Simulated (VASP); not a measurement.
# Rb3Tl (Fm-3m) in VASP: further runs

The runs below take Rb3Tl through single point, relaxation of cell and atoms, with LDA.

All numbers are computed with VASP 6.6.1; they aren't measurements. Logs are shortened: lines on timing, memory, paths and dates and some standing lists are left out, and cuts for length are marked.

### 1 The crystal as given

It takes space group Fm-3m (No. 225, cubic). Conventional cell: a = 9.186 Å, b = 9.186 Å, c = 9.186 Å, α = 90.00°, β = 90.00°, γ = 90.00°. Rb (site symmetry -43m) is surrounded by 4 Rb at 3.98 Å and 4 Tl at 3.98 Å. Around Rb (site symmetry m-3m) lie 8 Rb at 3.98 Å. Tl (site symmetry m-3m) has 8 Rb at 3.98 Å as nearest neighbours.

The cell comes from a database or a generator and needn't be the stable form of this composition.

### 2 Single point, LDA

INCAR reads:

```
SYSTEM = Rb3Tl
PREC     = Accurate       ! precision mode
ENCUT    = 520            ! plane-wave cutoff, eV
EDIFF    = 1E-7           ! SCF threshold, eV
ISMEAR   = -1             ! smearing method
SIGMA    = 0.05           ! smearing width, eV
LREAL    = .FALSE.        ! projectors in reciprocal space
LASPH    = .TRUE.         ! aspherical terms in the spheres
NELM     = 100            ! most SCF steps
ALGO     = Normal         ! electronic algorithm
ISIF     = 2              ! what is computed and relaxed
LWAVE    = .FALSE.        ! write WAVECAR
LCHARG   = .TRUE.         ! write CHGCAR
LELF     = .TRUE.         ! ELF
LVHAR    = .TRUE.       
NBANDS   = 28             ! bands
```

KPOINTS reads:

```
regular mesh
0
G
  4 4 4
  0 0 0
```

POSCAR reads:

```
Rb3Tl
1.0
    0.0000000000      4.5929618274      4.5929618274
    4.5929618274      0.0000000000      4.5929618274
    4.5929618274      4.5929618274      0.0000000000
Rb Tl
3 1
Direct
    0.2500000000      0.2500000000      0.2500000000
    0.7500000000      0.7500000000      0.7500000000
    0.5000000000      0.5000000000      0.5000000000
    0.0000000000      0.0000000000      0.0000000000
```

Potentials or basis: VASP PAW LDA potentials, release 64 (Rb_sv, Tl_d).

Run with:

```sh
cat potpaw_LDA.64/Rb_sv/POTCAR potpaw_LDA.64/Tl_d/POTCAR > POTCAR
mpirun -np 1 vasp_std > vasp.out
```

OUTCAR:

```text
SYSTEM = Rb3Tl
   PREC = Accurate
   ENCUT = 520
   EDIFF = 1E-7
   ISMEAR = -1
   LREAL = .FALSE.
   LASPH = .TRUE.
   NELM = 100
   ISIF = 2

 ion  position               nearest neighbor table
   1  0.250  0.250  0.250-   4 3.98   4 3.98   4 3.98   3 3.98   4 3.98   3 3.98   3 3.98   3 3.98
                             2 4.59   2 4.59   2 4.59   2 4.59   2 4.59   2 4.59
   2  0.750  0.750  0.750-   3 3.98   3 3.98   3 3.98   3 3.98   4 3.98   4 3.98   4 3.98   4 3.98
                             1 4.59   1 4.59   1 4.59   1 4.59   1 4.59   1 4.59
   3  0.500  0.500  0.500-   1 3.98   1 3.98   1 3.98   1 3.98   2 3.98   2 3.98   2 3.98   2 3.98
                             4 4.59   4 4.59   4 4.59   4 4.59   4 4.59   4 4.59
   4  0.000  0.000  0.000-   2 3.98   2 3.98   2 3.98   1 3.98   2 3.98   1 3.98   1 3.98   1 3.98
                             3 4.59   3 4.59   3 4.59   3 4.59   3 4.59   3 4.59

  LATTYP: Found a face centered cubic cell.
 ALAT       =     9.1859236548

  Lattice vectors:

 A1 = (   0.0000000000,   4.5929618274,   4.5929618274)
 A2 = (   4.5929618274,   0.0000000000,   4.5929618274)
 A3 = (   4.5929618274,   4.5929618274,   0.0000000000)

Analysis of symmetry for initial positions (statically):
=====================================================================
 Subroutine PRICEL returns:
 Original cell was already a primitive cell.

 Routine SETGRP: Setting up the symmetry group for a
 face centered cubic supercell.

 Subroutine GETGRP returns: Found 48 space group operations
 (whereof 48 operations were pure point group operations)
 out of a pool of 48 trial point group operations.

The static configuration has the point symmetry O_h .

Analysis of symmetry for dynamics (positions and initial velocities):
=====================================================================
 Subroutine PRICEL returns:
 Original cell was already a primitive cell.

 Routine SETGRP: Setting up the symmetry group for a
 face centered cubic supercell.

 Subroutine GETGRP returns: Found 48 space group operations
 (whereof 48 operations were pure point group operations)
 out of a pool of 48 trial point group operations.

The dynamic configuration has the point symmetry O_h .

 Subroutine INISYM returns: Found 48 space group operations
 (whereof 48 operations are pure point group operations),
 and found     1 'primitive' translations

----------------------------------------------------------------------------------------

                                     Primitive cell

  volume of cell :     193.7798

  direct lattice vectors                    reciprocal lattice vectors
     0.000000000  4.592961827  4.592961827    -0.108862215  0.108862215  0.108862215
     4.592961827  0.000000000  4.592961827     0.108862215 -0.108862215  0.108862215
     4.592961827  4.592961827  0.000000000     0.108862215  0.108862215 -0.108862215

  length of vectors
     6.495428908  6.495428908  6.495428908     0.188554888  0.188554888  0.188554888

  position of ions in fractional coordinates (direct lattice)
     0.250000000  0.250000000  0.250000000
     0.750000000  0.750000000  0.750000000
     0.500000000  0.500000000  0.500000000
     0.000000000  0.000000000  0.000000000

  ion indices of the primitive-cell ions
   primitive index   ion index
                 1           1
                 2           2
                 3           3
                 4           4

----------------------------------------------------------------------------------------

 KPOINTS: regular mesh

Automatic generation of k-mesh.
 Grid dimensions read from file:
 generate k-points for:    4    4    4

 Generating k-lattice:

  Cartesian coordinates                     Fractional coordinates (reciprocal lattice)
    -0.027215554  0.027215554  0.027215554     0.250000000  0.000000000  0.000000000
     0.027215554 -0.027215554  0.027215554     0.000000000  0.250000000  0.000000000
     0.027215554  0.027215554 -0.027215554     0.000000000  0.000000000  0.250000000

  Length of vectors
     0.047138722  0.047138722  0.047138722

  Shift w.r.t. Gamma in fractional coordinates (k-lattice)
     0.000000000  0.000000000  0.000000000

 Subroutine IBZKPT returns following result:
 ===========================================

 Found      8 irreducible k-points:

 Following reciprocal coordinates:
            Coordinates               Weight
  0.000000  0.000000  0.000000      1.000000
  0.250000  0.000000  0.000000      8.000000
  0.500000  0.000000  0.000000      4.000000
  0.250000  0.250000  0.000000      6.000000
  0.500000  0.250000  0.000000     24.000000
 -0.250000  0.250000  0.000000     12.000000
  0.500000  0.500000  0.000000      3.000000
 -0.250000  0.500000  0.250000      6.000000
   k-points           NKPTS =      8   k-points in BZ     NKDIM =      8   number of bands    NBANDS=     28
   number of dos      NEDOS =    301   number of ions     NIONS =      4
   total plane-waves  NPLWV = 110592
   dimension x,y,z NGX =    48 NGY =   48 NGZ =   48
   dimension x,y,z NGXF=    96 NGYF=   96 NGZF=   96
   ions per type =               3   1
   NGX,Y,Z   is equivalent  to a cutoff of  12.29, 12.29, 12.29 a.u.
   NGXF,Y,Z  is equivalent  to a cutoff of  24.57, 24.57, 24.57 a.u.
 SYSTEM =  Rb3Tl
   PREC   = accura    normal or accurate (medium, high low for compatibility)
   ISTART =      0    job   : 0-new  1-cont  2-samecut
   ICHARG =      2    charge: 1-file 2-atom 10-const
   ISPIN  =      1    spin polarized calculation?
   LNONCOLLINEAR =      F non collinear calculations
   LSORBIT =      F    spin-orbit coupling
   LASPH  =      T    aspherical Exc in radial PAW
   ENCUT  =  520.0 eV  38.22 Ry    6.18 a.u.  12.08 12.08 12.08*2*pi/ulx,y,z
   NELM   =    100;   NELMIN=  2; NELMDL= -5     # of ELM steps
   EDIFF  = 0.1E-06   stopping-criterion for ELM
   LREAL  =      F    real-space projection
   EDIFFG = 0.1E-05   stopping-criterion for IOM
   NSW    =      0    number of steps for IOM
   IBRION =     -1    ionic relax: 0-MD 1-quasi-New 2-CG
   NFREE  =      0    steps in history (QN), initial steepest desc. (CG)
   ISIF   =      2    stress and relaxation
   ISYM   =      2    0-nonsym 1-usesym 2-fastsym
   POTIM  = 0.5000    time-step for ionic-motion
   TEBEG  =    0.0;   TEEND  =   0.0 temperature during run
   PSTRESS=    0.0 pullay stress
   NELECT =      40.0000    total number of electrons
   NUPDOWN=      -1.0000    fix difference up-down
   EMIN   =  10.00;   EMAX   =-10.00  energy-range for DOS
   EFERMI =   0.00;   METHOD = LEGACY
   ISMEAR =    -1;   SIGMA  =   0.05  broadening in eV -4-tet -1-fermi 0-gaus
   EFERMI_NEDOS =   21; number of points for ismear=-14 and -15
   IALGO  =     38    algorithm
   IMIX   =      4    mixing-type and parameters
     AMIX     =   0.40;   BMIX     =  1.00
     AMIX_MAG =   1.60;   BMIX_MAG =  1.00
  volume/ion in A,a.u.               =      48.44       326.92
  Fermi-wavevector in a.u.,A,eV,Ry     =   0.967517  1.828342 12.736269  0.936089
  Thomas-Fermi vector in A             =   2.097409
   LORBIT       =      0    0 simple, 1 ext, 2 COOP (PROOUT), +10 PAW based schemes
   GGA     = CA    functional components
   LHFCALC =     F    Hartree Fock is set to
   AEXX    =    0.0000 exact exchange contribution
   IVDW    =     0    specifies the selected vdW correction
   LEPSILON=     F    determine dielectric tensor
   LRPA    =     F    only Hartree local field effects (RPA)
 non-spin polarized calculation
  energy-cutoff  :      520.00
  volume of cell :      193.78
 maximum number of plane-waves:      5238
   NGX = 25   NGY = 25   NGZ = 25

 number of electron      39.9999995 magnetization

 Free energy of the ion-electron system (eV)
  ---------------------------------------------------
  ext. energy  EPLUGINS =         0.00000000
  ---------------------------------------------------
  free energy    TOTEN  =        -5.97516468 eV

  energy without entropy =       -5.92522729  energy(sigma->0) =       -5.95019598

 E-fermi :   1.6478     XC(G=0):  -7.6604

 val. band max:        1.4429989754   @ k =  -0.2500   0.5000   0.2500
 cond. band min:       1.6503925215   @ k =  -0.2500   0.2500   0.0000
 fundamental gap:      0.2073935461
 Fermi energy:         1.6478272363

 k-point     1 :       0.0000    0.0000    0.0000
  band No.  band energies     occupation
      1     -27.1193      2.00000
      2     -26.5933      2.00000
      3     -26.5808      2.00000
      4     -11.3404      2.00000
      5     -11.3404      2.00000
      6     -11.3404      2.00000
[... 20 lines left out ...]
     27       4.2327      0.00000
     28       6.1609      0.00000

 k-point     2 :       0.2500    0.0000    0.0000
  band No.  band energies     occupation
      1     -27.1181      2.00000
      2     -26.5923      2.00000
      3     -26.5831      2.00000
      4     -11.3552      2.00000
      5     -11.3552      2.00000
      6     -11.3503      2.00000
[... 20 lines left out ...]
     27       4.2457      0.00000
     28       4.9634      0.00000

 k-point     3 :       0.5000    0.0000    0.0000
  band No.  band energies     occupation
      1     -27.1169      2.00000
      2     -26.5888      2.00000
      3     -26.5879      2.00000
      4     -11.3689      2.00000
      5     -11.3689      2.00000
      6     -11.3536      2.00000
[... 20 lines left out ...]
     27       4.2857      0.00000
     28       5.5680      0.00000

 k-point     4 :       0.2500    0.2500    0.0000
  band No.  band energies     occupation
      1     -27.1177      2.00000
      2     -26.5924      2.00000
      3     -26.5834      2.00000
      4     -11.3734      2.00000
      5     -11.3734      2.00000
      6     -11.3271      2.00000
[... 20 lines left out ...]
     27       4.4534      0.00000
     28       5.7268      0.00000

 k-point     5 :       0.5000    0.2500    0.0000
  band No.  band energies     occupation
      1     -27.1165      2.00000
      2     -26.5903      2.00000
      3     -26.5868      2.00000
      4     -11.3859      2.00000
      5     -11.3825      2.00000
      6     -11.3349      2.00000
[... 20 lines left out ...]
     27       4.7286      0.00000
     28       5.1490      0.00000

 k-point     6 :      -0.2500    0.2500    0.0000
  band No.  band energies     occupation
      1     -27.1169      2.00000
      2     -26.5906      2.00000
      3     -26.5861      2.00000
      4     -11.3687      2.00000
      5     -11.3644      2.00000
      6     -11.3603      2.00000
[... 20 lines left out ...]
     27       4.5733      0.00000
     28       4.7447      0.00000

 k-point     7 :       0.5000    0.5000    0.0000
  band No.  band energies     occupation
      1     -27.1161      2.00000
      2     -26.5914      2.00000
      3     -26.5861      2.00000
      4     -11.4020      2.00000
      5     -11.4020      2.00000
      6     -11.3058      2.00000
[... 20 lines left out ...]
     27       4.7793      0.00000
     28       5.0735      0.00000

 k-point     8 :      -0.2500    0.5000    0.2500
  band No.  band energies     occupation
      1     -27.1161      2.00000
      2     -26.5888      2.00000
      3     -26.5888      2.00000
      4     -11.4072      2.00000
      5     -11.3532      2.00000
      6     -11.3532      2.00000
[... 20 lines left out ...]
     27       4.8794      0.00000
     28       5.1406      0.00000

------------------------ aborting loop because EDIFF is reached ----------------------------------------

  FORCE on cell =-STRESS in cart. coord.  units (eV):
  Direction    XX          YY          ZZ          XY          YZ          ZX
  --------------------------------------------------------------------------------------
  -------------------------------------------------------------------------------------
  Total       -0.0160393     -0.0160393     -0.0160393      0.0000000      0.0000000      0.0000000
  in kB       -0.1326138     -0.1326138     -0.1326138      0.0000000      0.0000000      0.0000000
  external PRESSURE =      -0.1326138 kB  Pullay stress =       0.0000000 kB

 VOLUME and BASIS-vectors are now :
 -----------------------------------------------------------------------------
  energy-cutoff  :      520.00
  volume of cell :      193.78
      direct lattice vectors                 reciprocal lattice vectors
     0.000000000  4.592961827  4.592961827    -0.108862215  0.108862215  0.108862215
     4.592961827  0.000000000  4.592961827     0.108862215 -0.108862215  0.108862215
     4.592961827  4.592961827  0.000000000     0.108862215  0.108862215 -0.108862215

 POSITION                                       TOTAL-FORCE (eV/Angst)
 -----------------------------------------------------------------------------------
      2.29648      2.29648      2.29648        -0.000000     -0.000000      0.000000
      6.88944      6.88944      6.88944         0.000000      0.000000     -0.000000
      4.59296      4.59296      4.59296         0.000000     -0.000000      0.000000
      0.00000      0.00000      0.00000         0.000000     -0.000000      0.000000
 -----------------------------------------------------------------------------------
    total drift:                               -0.000000     -0.000000     -0.000000

  FREE ENERGIE OF THE ION-ELECTRON SYSTEM (eV)
  ---------------------------------------------------
  free  energy   TOTEN  =        -5.9751646785 eV

  energy  without entropy=       -5.9252272905  energy(sigma->0) =       -5.95019598
```

It took 26 s on 1 thread of AMD EPYC 9R45 (Zen 5), shared host; peak memory 0.23 GiB.

What came out:

| Quantity | Value |
| --- | --- |
| Free energy | -5.9752 eV |
| Pressure | 0.0 GPa |
| Band gap on the k mesh | none (metal or under the smearing width) |

Levels at points of the mesh, in eV from the Fermi level:
| k point | band 17 | band 18 | band 19 | band 20 | band 21 | band 22 |
| --- | --- | --- | --- | --- | --- | --- |
| (0.00, 0.00, 0.00) | -11.41 | -6.30 | -0.32 | 0.13 | 0.13 | 0.13 |
| (0.50, 0.00, 0.00) | -11.41 | -6.05 | -1.43 | 0.00 | 0.00 | 1.40 |
| (0.50, 0.50, 0.00) | -11.42 | -6.02 | -1.19 | 0.26 | 0.26 | 0.45 |

Spin-orbit coupling is left out, which matters for the levels of Tl.

### 3 Relaxation of cell and atoms, LDA

This run uses another cell than the first one, of 59.27 Å³/atom, 1.223 times its volume.

INCAR reads:

```
  ALGO = Normal
  EDIFF = 1E-7
  EDIFFG = -0.02
  ENCUT = 600
  IBRION = 2
  ISIF = 8
  ISMEAR = -1
  LASPH = T
  LCHARG = F
  LREAL = F
  LWAVE = F
  NELM = 100
  NSW = 80
  PREC = Accurate
  SIGMA = 0.05
```

KPOINTS reads:

```
k-points
0
Gamma
  4 4 4
```

POSCAR reads:

```
Rb3Tl
1.0
    0.0000000000      4.9123200000      4.9123200000
    4.9123200000      0.0000000000      4.9123200000
    4.9123200000      4.9123200000      0.0000000000
Rb Tl
3 1
Direct
    0.2500000000      0.2500000000      0.2500000000
    0.7500000000      0.7500000000      0.7500000000
    0.5000000000      0.5000000000      0.5000000000
    0.0000000000      0.0000000000      0.0000000000
```

Potentials or basis: VASP PAW LDA potentials, release 64 (Rb_sv, Tl_d).

Run with:

```sh
cat potpaw_LDA.64/Rb_sv/POTCAR potpaw_LDA.64/Tl_d/POTCAR > POTCAR
mpirun -np 1 vasp_std > vasp.out
```

It took 2.4 min on 1 thread of AMD EPYC 9R45 (Zen 5), shared host; peak memory 0.33 GiB.

Results (log left out):

```yaml
Free_energy: -5.9758 eV
Relaxed_volume: 48.68 Å³/atom
Relaxed_cell: a = 6.506 Å, b = 6.506 Å, c = 6.506 Å, α = 60.00°, β = 60.00°, γ = 60.00°
Space_group_after_relaxing_to_0.05_Å: Fm-3m (No. 225)
Energy_gained_by_relaxing: 36.3 meV/atom
Ionic_steps: 5
Pressure_after_relaxing: 0.0 GPa
Band_gap_on_the_k_mesh: none (metal or under the smearing width)
```

The path:
| step | energy change (eV) | largest force (eV/Å) | pressure (GPa) | volume (Å³) |
| --- | --- | --- | --- | --- |
| 1 | 0.0000 | 0.0000 | -0.90 | 237.08 |
| 2 | -0.0583 | 0.0000 | -0.76 | 225.87 |
| 3 | -0.1341 | 0.0000 | -0.33 | 204.30 |
| 4 | -0.0375 | 0.0000 | 1.32 | 165.36 |
| 5 | -0.1453 | 0.0000 | -0.04 | 194.72 |

Final structure:
```xyz
4
Lattice="0.0000 4.6004 4.6004 4.6004 0.0000 4.6004 4.6004 4.6004 0.0000" Properties=species:S:1:pos:R:3 pbc="T T T"
Rb    2.3002    2.3002    2.3002
Rb    6.9005    6.9005    6.9005
Rb    4.6004    4.6004    4.6004
Tl    0.0000    0.0000    0.0000
```

Levels at points of the mesh, in eV from the Fermi level:
| k point | band 15 | band 16 | band 17 | band 18 | band 19 | band 20 | band 21 | band 22 | band 23 | band 24 |
| --- | --- | --- | --- | --- | --- | --- | --- | --- | --- | --- |
| (0.00, 0.00, 0.00) | -11.42 | -11.42 | -11.42 | -6.29 | -0.33 | 0.13 | 0.13 | 0.13 | 1.52 | 1.52 |
| (0.50, 0.00, 0.00) | -11.43 | -11.42 | -11.42 | -6.05 | -1.43 | 0.00 | 0.00 | 1.39 | 2.07 | 2.40 |
| (0.50, 0.50, 0.00) | -11.43 | -11.43 | -11.43 | -6.02 | -1.19 | 0.25 | 0.25 | 0.45 | 0.81 | 2.75 |

Caveat: the volume moved by over 15 % at a fixed basis, so the end points are rough. The run has no spin-orbit coupling, so splittings on Tl are missing.
